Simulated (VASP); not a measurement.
# Nb2SnSe: density of states with PBE

The system is Nb2SnSe.

```
Nb Sn Se
1.0
     3.37973    0.00000    0.00000
    -1.68986    2.92693    0.00000
     0.00000    0.00000    7.79425
Nb Sn Se
2 1 1
Cartesian
  1.6899 0.9756 5.6506
  1.6899 0.9756 2.1436
  0.0000 0.0000 0.0000
  0.0000 1.9513 3.8971
```

The cell was built by a generator and needn't be a form met in nature.

| Quantity | Value |
| --- | --- |
| Program | VASP 6.6.1 |
| Task | density of states |
| Functional | PBE |
| Potentials or basis | VASP PAW PBE potentials, release 64 (Nb_sv, Sn_d, Se) |
| Cutoff | 520 eV |
| k mesh | 12 × 12 × 6 |
| Occupations | gaussian, width 0.1 eV |
| Spin | no spin polarisation |
| k mesh for the DOS | 18 × 18 × 9 |
| Occupations for the DOS | tetrahedron |
| Further INCAR settings | ALGO = Normal; EDIFF = 1e-06 |

- Valence electrons inside the program's atomic spheres: Nb 10.63; Sn 12.46; Se 3.97

Levels at points of the mesh, in eV from the Fermi level:
| k point | band 21 | band 22 | band 23 | band 24 | band 25 | band 26 |
| --- | --- | --- | --- | --- | --- | --- |
| (0.00, 0.00, 0.00) | -0.45 | -0.45 | 0.02 | 0.02 | 0.22 | 1.08 |
| (0.50, 0.00, 0.00) | -2.16 | -1.93 | 0.45 | 0.92 | 1.21 | 2.45 |

States per cell in windows of 1 eV (zero at the Fermi level; states under -8 eV left out):
| from (eV) | total | Nb1_d | Nb2_d | Se4_p | Sn3_p | Sn3_s | Sn3_d |
| --- | --- | --- | --- | --- | --- | --- | --- |
| -8.0 | 0.81 | 0.03 | 0.03 | 0.09 | 0.02 | 0.27 | 0.00 |
| -7.0 | 1.99 | 0.08 | 0.08 | 0.51 | 0.02 | 0.29 | 0.01 |
| -6.0 | 2.27 | 0.16 | 0.16 | 0.82 | 0.02 | 0.04 | 0.00 |
| -5.0 | 1.31 | 0.10 | 0.10 | 0.40 | 0.09 | 0.01 | 0.00 |
| -4.0 | 2.60 | 0.26 | 0.26 | 0.49 | 0.35 | 0.04 | 0.01 |
| -3.0 | 2.72 | 0.42 | 0.42 | 0.05 | 0.47 | 0.02 | 0.03 |
| -2.0 | 2.94 | 0.71 | 0.71 | 0.04 | 0.15 | 0.01 | 0.05 |
| -1.0 | 2.87 | 0.81 | 0.81 | 0.04 | 0.17 | 0.01 | 0.03 |
| 0.0 | 2.95 | 0.93 | 0.93 | 0.07 | 0.11 | 0.02 | 0.03 |
| 1.0 | 3.54 | 1.13 | 1.13 | 0.10 | 0.12 | 0.04 | 0.05 |
| 2.0 | 1.56 | 0.54 | 0.54 | 0.05 | 0.05 | 0.01 | 0.01 |
| 3.0 | 0.00 | 0.00 | 0.00 | 0.00 | 0.00 | 0.00 | 0.00 |
| 4.0 | 0.00 | 0.00 | 0.00 | 0.00 | 0.00 | 0.00 | 0.00 |

Run time: 3.3 min on 2 MPI ranks on Intel(R) Xeon(R) Platinum 8488C (Sapphire Rapids), on a shared host, peak memory 0.49 GiB a rank.
